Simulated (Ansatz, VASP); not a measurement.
# One calculation of Li3Si4, two programs

```xyz
7
Lattice="2.5887 1.4946 4.8992 -2.5887 1.4946 4.8992 0.0000 -2.9892 4.8992" Properties=species:S:1:pos:R:3 pbc="T T T"
Li   -0.8805    0.5083   10.7161
Li    0.0000   -1.0167   10.7161
Li    0.8805    0.5083   10.7161
Si   -1.5171    0.8759    4.7682
Si    0.0000   -1.7519    4.7682
Si    1.5171    0.8759    4.7682
Si    0.0000    0.0000   12.6305
```

Alike in both runs: task single point; functional PBE; k mesh 6 × 6 × 6; occupations gaussian, width 0.1 eV; no spin polarisation.

|  | VASP | Ansatz |
| --- | --- | --- |
| version | VASP 6.6.1 | Ansatz 0.2.0 |
| potentials or method | VASP PAW PBE potentials, release 64 (Li_sv, Si) | scalar-relativistic, plane waves, PAW |
| plane-wave cutoff (eV) | 520 | 420 |
| valence electrons in the cell | 25 | 25 |

|  | VASP | Ansatz | Ansatz less VASP |
| --- | --- | --- | --- |
| gap on the k mesh at the Fermi level (eV) | none | none | - |
| rms of the force components (eV/Å) | 2.178 | 2.201 | +0.0234 |

Atom by atom the forces differ by 0.043 eV/Å (rms over components). A gap of «none» marks a metal or a gap that the smearing closes.

Caveats: forces of over 1 eV/Å show positions far from the minimum, so gaps and moduli don't describe the material at rest.
